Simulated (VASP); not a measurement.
Data:

```
NbZrC2
1.0
    0.00000     2.27752     2.27752
    2.27752     0.00000     2.27752
    9.11030     9.11030    -0.00021
Zr C Nb
2 4 2
Direct
  0.00618   0.00618   0.99537
  0.99382   0.99382   0.25463
  0.50000   0.50000   0.12500
  0.48556   0.48556   0.38583
  0.50000   0.50000   0.62500
  0.51444   0.51444   0.86417
  0.99167   0.99167   0.50625
  0.00833   0.00833   0.74375
```

All values below come from PBEsol GGA, VASP's PBE PAW potentials (set 64) (plane waves; VASP). Settings: 520 eV cut-off, 13×13×4 Γ-centred mesh, tetrahedra with Blöchl corrections, potentials Zr_sv C Nb_sv.

### Question
Estimate the energy per atom (σ→0), band gap (on the k-mesh) with the smallest direct gap where there is one.

### Answer

```json
{
 "band gap (on the k-mesh)": "none (metal, semimetal or under 0.01 eV)",
 "energy per atom (σ→0)": "-10.613 eV/atom"
}
```

Total energies compare only between runs with the same potentials, cut-off and functional.

The structure was generated: Nb2Zr2C4 was put into an ordered model structure (R-3m), which need not be its known phase. It was relaxed first.
